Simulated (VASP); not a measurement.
OSZICAR of a VASP run on CuAu (L1_0):

File OSZICAR:
```
       N       E                     dE             d eps       ncg     rms          rms(c)
DAV:   1     0.122045951948E+03    0.12205E+03   -0.11036E+04  5341   0.202E+03
DAV:   2    -0.529136575369E+01   -0.12734E+03   -0.12164E+03  5152   0.324E+02
DAV:   3    -0.947729958692E+01   -0.41859E+01   -0.41212E+01  6372   0.692E+01
DAV:   4    -0.951985504718E+01   -0.42555E-01   -0.42550E-01  5673   0.584E+00
DAV:   5    -0.952114025432E+01   -0.12852E-02   -0.12852E-02  7613   0.113E+00    0.146E+01
DAV:   6    -0.885123594134E+01    0.66990E+00   -0.10026E+01  5109   0.967E+01    0.611E+00
DAV:   7    -0.838889883779E+01    0.46234E+00   -0.39626E+00  6248   0.102E+02    0.695E+00
DAV:   8    -0.830854008687E+01    0.80359E-01   -0.32720E-01  6825   0.157E+01    0.324E+00
DAV:   9    -0.829659395319E+01    0.11946E-01   -0.52498E-02  7676   0.653E+00    0.254E-01
DAV:  10    -0.829586809202E+01    0.72586E-03   -0.65134E-03  7526   0.151E+00    0.930E-02
DAV:  11    -0.829587435726E+01   -0.62652E-05   -0.12005E-04  7742   0.257E-01    0.454E-02
DAV:  12    -0.829586817346E+01    0.61838E-05   -0.89918E-06  7678   0.108E-01    0.394E-03
DAV:  13    -0.829586808072E+01    0.92740E-07   -0.92256E-07  7881   0.265E-02
   1 F= -.82958681E+01 E0= -.82959596E+01  d E =-.829587E+01
```

Question: Which electronic solver shows in the log?

Answer: It is blocked Davidson (ALGO = Normal, or the opening steps of other solvers). The INCAR had ALGO = Normal.

Question: Can the final energy be trusted as converged?

Answer: The run converged. It stopped with EDIFF = 1E-7, NELM = 100, NSW = 30 and EDIFFG = -0.01 after 1 ionic step (PBEsol GGA, plane waves, VASP's PBE PAW potentials (set 64)).

The compound is CuAu in the L1_0 structure. This cell was strained or had an atom moved on purpose.
